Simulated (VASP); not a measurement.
Set up this calculation in VASP 6.6.1, as the native input.

| Property | Result |
| --- | --- |
| Task | relaxation of the atoms |
| Functional | LDA |
| Potentials or basis | VASP PAW LDA potentials, release 64 (Ta_pv) |
| Cutoff | 600 eV |
| k mesh | 16 × 16 × 16 |
| Occupations | methfessel-paxton, width 0.1 eV |
| Spin | no spin polarisation |
| Further INCAR settings | ALGO = Normal; EDIFF = 1e-07; IBRION = 2; EDIFFG = -0.01; NSW = 40 |

The structure of Ta lies in POSCAR:

```
Ta                                      
1.0
   -1.6602267091      1.6602267091      1.6602267091
    1.6602267091     -1.6602267091      1.6602267091
    1.6602267091      1.6602267091     -1.6602267091
  Ta            
     1
Direct
     0.0000000000000000    0.0000000000000000    0.0000000000000000
```

The cell isn't the ideal one: a relaxed cell with its volume scaled by 1.06.

The input as run:

INCAR

```
SYSTEM = Ta
PREC = Accurate ; ENCUT = 600
EDIFF = 1E-7 ; ISMEAR = 1
SIGMA = 0.1 ; LREAL = .FALSE.
LASPH = .TRUE. ; NELM = 80
ALGO = Normal ; ISIF = 2
LWAVE = .FALSE. ; LCHARG = .FALSE.
GGA = CA ; IBRION = 2
NSW = 40 ; EDIFFG = -0.01
```

KPOINTS

```
Automatic mesh
0
G
  16 16 16
  0 0 0
```

Potentials or basis: VASP PAW LDA potentials, release 64 (Ta_pv).

Command:

```sh
$ cat potpaw_LDA.64/Ta_pv/POTCAR > POTCAR
$ mpirun -np 1 vasp_std > vasp.out
```

It gave:

The pressure after relaxing is -11.1 GPa and the band gap on the k mesh is none (metal or under the smearing width).

Caveat: the relaxation stopped at its first step, so nothing moved.

Run time: 6.6 s on 1 thread of Intel(R) Xeon(R) 6975P-C (Granite Rapids), on a shared host, peak memory 0.15 GiB.
